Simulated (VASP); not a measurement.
Shape and ions are relaxed at each volume.

Data:

```cif
data_Sc2
_chemical_formula_sum 'Sc2'
_space_group_name_H-M_alt 'P63/mmc'
_space_group_IT_number 194
_space_group_name_Hall '-P 6c 2c'
_cell_length_a 3.33911
_cell_length_b 3.33911
_cell_length_c 5.16410
_cell_angle_alpha 90.000
_cell_angle_beta 90.000
_cell_angle_gamma 120.000
loop_
_atom_site_label
_atom_site_type_symbol
_atom_site_symmetry_multiplicity
_atom_site_Wyckoff_symbol
_atom_site_fract_x
_atom_site_fract_y
_atom_site_fract_z
_atom_site_occupancy
Sc1 Sc 2 c 0.33333 0.66667 0.25000 1
```

All values below come from vdW-DF2, VASP's PBE PAW potentials (set 64) (plane waves; VASP 6.6.1). Run with 520 eV cut-off, 13×13×7 Γ-centred mesh, first-order Methfessel-Paxton smearing of 0.10 eV, potentials Sc_sv.

Question: Give the energy at these volumes per atom, relative to the lowest: 23.39, 24.14, 24.88, 25.63, 26.38 Å³.

Answer: 17.9, 4.5, 0.0, 3.2, 13.2 meV/atom. A third-order Birch-Murnaghan fit gives B0 = 54.9 GPa and B0′ = 3.5.

The compound is Sc in the hcp structure. It was relaxed first.
